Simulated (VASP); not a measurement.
Crystal: B2O.

```xyz
6
Lattice="2.8790 0.0000 0.0000 -1.4395 2.4933 0.0000 0.0000 0.0000 7.0520" Properties=species:S:1:pos:R:3 pbc="T T T"
B     0.0000    0.0000    2.6798
B     0.0000    0.0000    4.3722
B     1.4395    0.8311    0.1622
B     0.0000    1.6622    6.8898
O     1.4395    0.8311    2.1579
O     0.0000    1.6622    4.8941
```

```yaml
Program: VASP 6.6.1
Task: relaxation of cell and atoms
Functional: PBE
Potentials_or_basis: VASP PAW PBE potentials, release 64 (B, O)
Cutoff: 600 eV
k_mesh: 9 × 9 × 4
Occupations: gaussian, width 0.1 eV
Spin: no spin polarisation
```

At the start: pressure -19.0 GPa; volume 8.44 Å³/atom.

Problem. Where does the relaxation end?

Solution. Over 23 steps the energy falls by 297.0 meV/atom and the volume is 8.76 Å³/atom (+3.8 %); space group P-3m1 (No. 164, to 0.05 Å).

Step by step:
| step | energy change (eV) | largest force (eV/Å) | pressure (GPa) | volume (Å³) |
| --- | --- | --- | --- | --- |
| 1 | 0.0000 | 0.1261 | -19.01 | 50.62 |
| 2 | -0.7170 | 0.6874 | 8.35 | 43.55 |
| 3 | -0.7181 | 0.6453 | 7.04 | 43.77 |
| 4 | -0.9417 | 0.6055 | 5.03 | 44.27 |
| 5 | -1.0480 | 1.0305 | 4.50 | 44.66 |
| 6 | -0.9889 | 1.7312 | 4.60 | 45.14 |
| 7 | -1.0634 | 1.2259 | 3.96 | 44.92 |
| 8 | -1.2928 | 1.5313 | 1.15 | 46.41 |
| 9 | -1.5685 | 2.1486 | -3.39 | 50.75 |
| 10 | -1.5822 | 1.8399 | -2.42 | 49.72 |
| 11 | -1.7264 | 0.7976 | -1.04 | 50.48 |
| 12 | -1.7496 | 0.2803 | -0.15 | 50.86 |
| 13 | -1.7499 | 0.2844 | -0.04 | 50.91 |
| 14 | -1.7584 | 0.2022 | 0.49 | 50.94 |
| 15 | -1.7648 | 0.1416 | 1.57 | 50.99 |
| 16 | -1.7689 | 0.1544 | 0.72 | 51.33 |
| 17 | -1.7712 | 0.2363 | -0.49 | 51.83 |
| 18 | -1.7743 | 0.2146 | -0.57 | 52.01 |
| 19 | -1.7809 | 0.1041 | -0.74 | 52.56 |
| 20 | -1.7809 | 0.1222 | -0.86 | 52.71 |
| 21 | -1.7810 | 0.1057 | -0.83 | 52.65 |
| 22 | -1.7816 | 0.0551 | 0.20 | 52.53 |
| 23 | -1.7819 | 0.0091 | -0.15 | 52.57 |

Final structure:
```
B O
1.0
     2.55250    0.00000    0.00000
    -1.27625    2.21053    0.00000
     0.00000    0.00000    9.31685
B O
4 2
Direct
  0.00000 0.00000 0.40667
  0.00000 0.00000 0.59333
  0.66667 0.33333 0.03171
  0.33333 0.66667 0.96829
  0.66667 0.33333 0.34761
  0.33333 0.66667 0.65239
```

Caveat: this functional lacks dispersion, which binds the layers, so the pressure and a relaxed spacing across them are unreliable.
